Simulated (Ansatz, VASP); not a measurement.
# In17Se15 (In_Se): VASP beside Ansatz

Wanted: the spread between two codes on one cell, functional and k mesh. The cell is taken from a series of runs on this material, whose earlier steps may have relaxed, scaled, displaced or heated it; both programs get it as it stands.

Calculated with Ansatz 0.2.0; plane waves, with VASP 6.6.1 beside it; single point at LDA.

**1. The starting structure**

The cell holds 32 atoms: 17 In and 15 Se. Cell: a = 15.864 Å, b = 11.652 Å, c = 34.000 Å, α = 90.0°, β = 90.0°, γ = 109.9°. It derives from InSe (InSe monolayer (from C2/m)), repeated 4×2×1. Vacuum lies along c. Nearest the centre at fractional (0.458, 0.333, 0.451): In7 at 0.42 Å, In11 at 2.54 Å, In6 at 2.62 Å, In12 at 2.99 Å, Se25 at 3.19 Å, Se19 at 4.00 Å, Se26 at 4.37 Å, Se22 at 4.37 Å.

**2. Ansatz: single point, LDA**

Ansatz runs on its PAW soft_1 files.

A single point gives forces, pressure and levels at one fixed geometry, so differences don't come from the geometry; what else differs is listed under the comparison.

File input.yaml:

```yaml
crystal:
  lattice:
    - [15.86376444, 0.0, 0.0]
    - [-3.96594111, 10.95661188, 0.0]
    - [0.0, 0.0, 34.0]
  atoms:
    - { symbol: In, position: [-0.00274202, -0.00837025, 0.51306022] }
    - { symbol: In, position: [0.06098615, 0.2366509, 0.49684301] }
    - { symbol: Se, position: [0.09045779, 0.39850668, 0.55539242] }
    - { symbol: Se, position: [0.20971995, 0.34398479, 0.45886452] }
    - { symbol: In, position: [-0.00430756, 0.4942731, 0.51123384] }
    - { symbol: In, position: [0.05989131, 0.73813704, 0.4938684] }
    - { symbol: Se, position: [0.09975035, 0.8975415, 0.55287942] }
    - { symbol: Se, position: [0.2094161, 0.83872078, 0.45511406] }
    - { symbol: In, position: [0.249318, 0.00550935, 0.51292226] }
    - { symbol: In, position: [0.31847315, 0.25458388, 0.49724622] }
    - { symbol: Se, position: [0.34151511, 0.4055943, 0.56051212] }
    - { symbol: In, position: [0.47165688, 0.36950363, 0.44696701] }
    - { symbol: In, position: [0.24244873, 0.50115189, 0.51844957] }
    - { symbol: In, position: [0.30765502, 0.74175971, 0.4966745] }
    - { symbol: Se, position: [0.36536521, 0.92375258, 0.5480503] }
    - { symbol: Se, position: [0.4496078, 0.80608322, 0.45138461] }
    - { symbol: In, position: [0.50389583, -0.00175469, 0.50008394] }
    - { symbol: In, position: [0.56610835, 0.21759196, 0.46156696] }
    - { symbol: Se, position: [0.57959669, 0.36384578, 0.52744328] }
    - { symbol: Se, position: [0.73175246, 0.33005922, 0.43983089] }
    - { symbol: In, position: [0.48355441, 0.50523802, 0.51852564] }
    - { symbol: In, position: [0.55878811, 0.74149146, 0.49658744] }
    - { symbol: Se, position: [0.60331489, 0.92075109, 0.54870307] }
    - { symbol: Se, position: [0.70090621, 0.82338802, 0.45183897] }
    - { symbol: In, position: [0.75186284, -0.00715444, 0.50807166] }
    - { symbol: In, position: [0.81706947, 0.23255519, 0.48748653] }
    - { symbol: Se, position: [0.83925789, 0.39318607, 0.54562738] }
    - { symbol: Se, position: [0.97000595, 0.33560513, 0.45229375] }
    - { symbol: In, position: [0.74172163, 0.48116744, 0.50013514] }
    - { symbol: In, position: [0.80623163, 0.72931352, 0.48967552] }
    - { symbol: Se, position: [0.84442468, 0.88713955, 0.54950739] }
    - { symbol: Se, position: [0.95901802, 0.83386263, 0.45326523] }
  periodic: [true, true, false]
basis:
  ecutwfc: 420
  xc_grid: 2
hamiltonian:
  xc: lda
  pseudopotentials: { kind: paw, azcp: { folder: soft_1 }, xc_functional: pbe }
kpoints:
  mp_grid: { grid: [2, 3, 1] }
magnetization:
  spin_polarized: true
  initial_magnetization: 1
  spin_locking: { lock_magnetization: hard }
scf:
  occupations: { method: fixed }
  max_iter: 80
output:
  forces: true
  eigenvalues: true
  eigenstates: { localisation: true }
  populations: true
  band_densities: [{ bands: [v1, v1] }, { bands: [c1, c1] }]
  write_density: true
  write_potential: true
  volumetric_format: npy
checkpoint:
  write: "../q0_M1.point.lda.run"
  compress: false
  write_wavefunctions: false
  write_every: 100000
```

Command:

```bash
ansatz run input.yaml --threads 32 --pin off --max-ram 84787MiB --backend cuda --events-out ev --progress --plain --runs-dir out --max-vram 78GiB
```

The program printed:

```text
Engine: ansatz 0.2.0, aarch64-unknown-linux-gnu
[...]
Pseudopotential: In, paw, valence charge 13, recommended cutoff 420 eV (normal), soft_1/In.paw.azcp
Pseudopotential: Se, paw, valence charge 16, recommended cutoff 420 eV (normal), soft_1/Se.paw.azcp
Functional definition: SPW92
[...]
Crystal: 32 atoms, lattice volume = 5909.646 Å³
Basis set: ecut = 420 eV, 115531 PW (Γ), exchange–correlation on 216×160×480 points (8 copies of the dense FFT grid, shifted against one another)
Bands: 278, of which v1, the nominal top of the filled ones, is band 231 counted from 1 (230 counted from 0)
[...]
Space group: P1 (ITA 1), of the structure as read, at distance tolerance 1.8e-4 Å
[...]
k-points: 4 of 6 (time reversal used)
[...]
Functional: x = slater, c = lda
[...]
spin=Collinear: Resta preconditioning applied to the charge; magnetization (m = ρ↑ − ρ↓) channel mixes plain (no charge-response kernel on spin).
SCF iter   2: F=—  HF=-173530.739733 eV  |F-HF|=—  |Δ(HF+E_count)|=    4.24e0  Δρ=3.44e-3 (↑3.44e-3 ↓3.21e-3)  dr2=3.33e0  dr2_m=2.79e-2  M=1.000 μB ∫|m|=1.011 μB  β_m=0.41  ethr=3.10e-3  ⟨swp⟩=3.0  H [...]
[...]
SCF iter   6: F=—  HF=-173529.898030 eV  |F-HF|=—  |Δ(HF+E_count)|=   4.24e-3  Δρ=1.67e-4 (↑1.67e-4 ↓1.60e-4)  dr2=6.89e-3  dr2_m=1.22e-4  M=1.000 μB ∫|m|=1.050 μB  β_m=0.40  ethr=1.09e-5  ⟨swp⟩=4.2   [...]
[...]
SCF iter  16: F=-173529.897254 eV  HF=-173529.897254 eV  |F-HF|=7.57e-10  |Δ(HF+E_count)|=   3.55e-9  Δρ=9.04e-8 (↑7.99e-8 ↓9.04e-8)  dr2=1.79e-9  dr2_m=2.90e-10  M=1.000 μB ∫|m|=1.056 μB  β_m=0.45  e [...]
[...]
SCF 1 converged in 17 iterations: F = -173529.897254 eV  dr2 = 1.04e-10
[...]
SCF converged after 17 iterations
[...]
--- Löwdin populations: 32 sites ---
[...]
spilling = 0.002568 (of n_electrons = 461.000000)
--- Band densities, each state counted as filled ---
[...]
```

**3. VASP: single point, LDA**

The same cell, functional (in two slightly different forms) and mesh now go to VASP, with its own data sets.

Lines of VASP's logs that name or quote its potential files are left out, and so is its time.

File INCAR:

```
SYSTEM = In17Se15
PREC = Accurate
ENCUT = 400
EDIFF = 1E-06
NELM = 200
ISMEAR = 0
SIGMA = 0.01
LREAL = Auto
ALGO = Normal
GGA = CA
NBANDS = 180
ISPIN = 2
MAGMOM = 0 0 0 0 0.04 0.05 0.09 0 0 0.01 0.01 0.01 0.01 0 0 0 0 0 0.01 0.04 0.01 0.01 0.02 0.01 -0 0 0.03 0 0 0 0 -0
LORBIT = 11
LWAVE = .FALSE.
LCHARG = .FALSE.
ISIF = 2
LDIPOL = .TRUE.
IDIPOL = 3
DIPOL = 0.5 0.5 0.5
LVHAR = .TRUE.
NUPDOWN = 1
LASPH = .TRUE.
GGA_COMPAT = .FALSE.
NELMDL = -8
```

File POSCAR:

```
In17Se15
1.0
   15.8637644368      0.0000000000      0.0000000000
   -3.9659411092     10.9566118800      0.0000000000
    0.0000000000      0.0000000000     34.0000000000
In Se
17 15
Direct
    0.9972579800      0.9916297500      0.5130602200
    0.0609861500      0.2366509000      0.4968430100
    0.9956924400      0.4942731000      0.5112338400
    0.0598913100      0.7381370400      0.4938684000
    0.2493180000      0.0055093500      0.5129222600
    0.3184731500      0.2545838800      0.4972462200
    0.4716568800      0.3695036300      0.4469670100
    0.2424487300      0.5011518900      0.5184495700
    0.3076550200      0.7417597100      0.4966745000
    0.5038958300      0.9982453100      0.5000839400
    0.5661083500      0.2175919600      0.4615669600
    0.4835544100      0.5052380200      0.5185256400
    0.5587881100      0.7414914600      0.4965874400
    0.7518628400      0.9928455600      0.5080716600
    0.8170694700      0.2325551900      0.4874865300
    0.7417216300      0.4811674400      0.5001351400
    0.8062316300      0.7293135200      0.4896755200
    0.0904577900      0.3985066800      0.5553924200
    0.2097199500      0.3439847900      0.4588645200
    0.0997503500      0.8975415000      0.5528794200
    0.2094161000      0.8387207800      0.4551140600
    0.3415151100      0.4055943000      0.5605121200
    0.3653652100      0.9237525800      0.5480503000
    0.4496078000      0.8060832200      0.4513846100
    0.5795966900      0.3638457800      0.5274432800
    0.7317524600      0.3300592200      0.4398308900
    0.6033148900      0.9207510900      0.5487030700
    0.7009062100      0.8233880200      0.4518389700
    0.8392578900      0.3931860700      0.5456273800
    0.9700059500      0.3356051300      0.4522937500
    0.8444246800      0.8871395500      0.5495073900
    0.9590180200      0.8338626300      0.4532652300
```

File KPOINTS:

```
Automatic mesh
0
Gamma
2 3 1
0 0 0
```

PAW data sets: In_d and Se (LDA family, release 64).

Command:

```bash
export OMP_NUM_THREADS=4
mpirun -np 1 vasp_std
```

The program printed:

```text
[banner, memory and clock lines left out]
running    1 mpi-ranks, on    1 nodes
[...]
Offloading initialized ...    1 GPUs detected
[...]
LDA part: xc-table for (Slater(with rela. corr.)+CA(PZ))
 , standard interpolation
 POSCAR, INCAR and KPOINTS ok, starting setup
[...]
entering main loop
       N       E                     dE             d eps       ncg     rms          rms(c)
DAV:   1     0.249526853344E+04    0.24953E+04   -0.98287E+04  3664   0.100E+03
DAV:   2     0.221572361175E+03   -0.22737E+04   -0.22440E+04  3584   0.305E+02
DAV:   3    -0.117304040173E+03   -0.33888E+03   -0.33623E+03  3744   0.138E+02
DAV:   4    -0.129669345574E+03   -0.12365E+02   -0.12290E+02  3248   0.323E+01
[...]
DAV:  34    -0.125466736159E+03   -0.42865E-05   -0.67646E-08  1760   0.678E-04    0.248E-04
DAV:  35    -0.125466738477E+03   -0.23178E-05   -0.67751E-08  1784   0.531E-04    0.206E-04
DAV:  36    -0.125466739031E+03   -0.55446E-06   -0.20196E-08  1680   0.393E-04
   1 F= -.12546674E+03 E0= -.12546674E+03  d E =-.502645E-33  mag=     1.0000
```

From OUTCAR (step 3):

```text
  Total        2.7588051      0.5677011      0.3966378     -1.8484886     -0.0264593     -0.0143763
  in kB        0.7479459      0.1539107      0.1075334     -0.5011479     -0.0071735     -0.0038976
  external PRESSURE =       0.3364633 kB  Pullay stress =       0.0000000 kB

 POSITION                                       TOTAL-FORCE (eV/Angst)
 -----------------------------------------------------------------------------------
     11.88752     10.86490     17.44405         0.001308      0.014989     -0.000429
      0.02893      2.59289     16.89266         0.003151     -0.024752      0.009258
     13.83517      5.41556     17.38195         0.000671      0.024502     -0.001476
     -1.97731      8.08748     16.79153         0.001456     -0.009959      0.003986
      3.93327      0.06036     17.43936        -0.007538      0.021424     -0.000359
      4.04252      2.78938     16.90637         0.008673     -0.013647      0.003936
      6.01682      4.04851     15.19688         0.007118      0.007739     -0.026480
      1.85861      5.49093     17.62729         0.003493      0.020621     -0.000690
      1.93879      8.12717     16.88693        -0.004156     -0.018949      0.011500
      4.03470     10.93739     17.00285         0.004122      0.014659     -0.002997
      8.11765      2.38407     15.69328        -0.018434     -0.003035      0.001301
      5.66725      5.53570     17.62987        -0.004637      0.013944     -0.009084
      5.92377      8.12423     16.88397         0.004913     -0.021396      0.019354
      7.98981     10.87822     17.27444         0.007710      0.019567      0.001412
[...]
-----------------------------------------------------------------------------------
    total drift:                               -0.019590     -0.002220     -0.020229

  FREE ENERGIE OF THE ION-ELECTRON SYSTEM (eV)
  ---------------------------------------------------
  free  energy   TOTEN  =      -125.4667390313 eV

  energy  without entropy=     -125.4667390313  energy(sigma->0) =     -125.46673903

 magnetization (x)
# of ion       s       p       d       tot
------------------------------------------
    1        0.000  -0.000   0.000   0.000
    2        0.000   0.000   0.001   0.001
    3        0.001   0.000   0.000   0.001
    4       -0.000  -0.000   0.001   0.000
    5        0.039   0.022   0.001   0.063
    6        0.021   0.063   0.003   0.087
    7        0.021   0.116   0.001   0.137
    8        0.002   0.001   0.000   0.003
    9       -0.000  -0.000   0.001   0.000
   10        0.011   0.006   0.001   0.018
   11       -0.000   0.013   0.003   0.016
   12       -0.001   0.010   0.005   0.015
   13        0.014   0.008   0.001   0.022
[...]
--------------------------------------------------
tot          0.113   0.361   0.021   0.494

[... 3 further parts left out ...]
[key lines of the parts left out:]
E-fermi :  -3.7881
```

**4. Side by side**

Known differences besides the potentials themselves: VASP starts from the moments at which Ansatz ended; the two LDA forms differ slightly; fixed occupations in Ansatz, narrow Gaussian smearing in VASP; Ansatz cuts the interaction across the vacuum, VASP repeats the sheet with a dipole correction; the data sets hold 461 valence electrons in Ansatz (on its PAW soft_1 files) and 311 in VASP; the cutoff is 420 eV in Ansatz and 400 eV in VASP (PREC = Accurate, projectors in real space); VASP's log shows a relativistic correction to its local exchange, Ansatz's none; site moments are counted in spheres of each program's own size. Total energies have different zeros and are not compared.

Both answers:

```
                             quantity  Ansatz  VASP  difference
total moment, fixed by the input (μB)    1.00  1.00        0.00
                   moment on In7 (μB)    0.09  0.14       -0.05
                   moment on In6 (μB)    0.05  0.09       -0.03
                   moment on In5 (μB)    0.04  0.06       -0.02
```

At this near-relaxed geometry the largest component of a force difference is 40 meV/Å. With vacuum in the cell, a pressure given here is an average over mostly empty space and none of the material.

**5. Summary of results**

| Quantity | Value |
| --- | --- |
| r.m.s. force difference (single point, LDA) | 16 meV/Å |

What this shows: The r.m.s. force difference is 16 meV/Å (single point, LDA), beyond the 12 meV/Å picked in this series as the mark of a large difference. The data sets hold unlike numbers of valence electrons (461 in Ansatz and 311 in VASP), so part of the differences comes from the potentials. What causes the difference of the single point, LDA pair stays open here. Such differences can come from data sets, numerical settings and the points named under the comparisons, not from the functional's error against experiment.

[Lines on the potential files, build, host, timing and source positions are cut from VASP's logs without a mark.]

[Logs are printed without paths, hosts, clocks, repeated set-up lines and the standing remarks that a program may print on its own settings, such as how far it seeks lower states.]

[Hosts, paths, dates, database ids (printed as entryN), source tags and the programs' standing remarks are cut or masked in the printed files.]
